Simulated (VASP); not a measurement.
Energy against volume of CrO$_{2}$ (rutile). Method: r2SCAN+rVV10, VASP's PBE PAW potentials (set 64) (plane waves; VASP). Numerical set-up: 520 eV cut-off, 7×7×10 Γ-centred mesh, first-order Methfessel-Paxton smearing of 0.10 eV, potentials Cr_pv O.

Shape and ions are relaxed at each volume.

| V (Å³/atom) | E (eV/atom) |
|---|---|
| 8.829 | -10.95779 |
| 9.110 | -10.98175 |
| 9.392 | -10.98934 |
| 9.674 | -10.98320 |

**Question.** Fit these four points and predict the energy of the run at 9.956 Å³/atom.

**Answer.** A cubic in V^(−2/3), the third-order Birch-Murnaghan form, passes through the four points with V0 = 9.40 Å³/atom and B0 = 258 GPa, and gives -10.9657 eV/atom there. The run gave -10.9656 eV/atom, +0.0 meV/atom from the fit; all five points give B0 = 258 GPa.

The compound is CrO2 in the rutile structure. It was relaxed first.
